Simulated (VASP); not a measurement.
Data:

```
CELL_PARAMETERS angstrom
      1.87800    -3.25280     0.00000
      1.87800     3.25280     0.00000
      0.00000     0.00000     4.89514
ATOMIC_POSITIONS crystal
  Pt 0.00000 0.00000 0.00000
  Se 0.33333 0.66667 0.25983
  Se 0.66667 0.33333 0.74017
```

These are PBEsol GGA, VASP's PBE PAW potentials (set 64) (plane waves; VASP) values and carry that method's errors. Numerical set-up: 480 eV cut-off, 10×10×6 Γ-centred mesh, first-order Methfessel-Paxton smearing of 0.10 eV, potentials Pt Se.

Energy and stress use the plane-wave basis of the starting cell. Without a dispersion term in the relaxation, distances and binding between the weakly bound layers, chains or molecules are unreliable, and so is what depends on them.

Problem. The ions, cell shape and volume at an external pressure of 2.0 GPa are relaxed. Predict the relaxed structure.

Solution. 
```
CELL_PARAMETERS angstrom
      1.87699    -3.25104     0.00000
      1.87699     3.25104     0.00000
      0.00000     0.00000     4.71297
ATOMIC_POSITIONS crystal
  Pt 0.00000 0.00000 0.00000
  Se 0.33333 0.66667 0.26759
  Se 0.66667 0.33333 0.73241
```
Space group P-3m1 (164), at a tolerance of 0.03 Å.

Problem. How do energy and volume change from the first to the last step?

Solution. The energy (σ→0) changes by +3.8 meV/atom and the volume by -3.8 %, in 11 ionic steps.

The compound is PtSe2 in the 1T layered structure. This run relaxes it under an external pressure of 2 GPa. Symmetry was kept, so distortions that lower it aren't found.
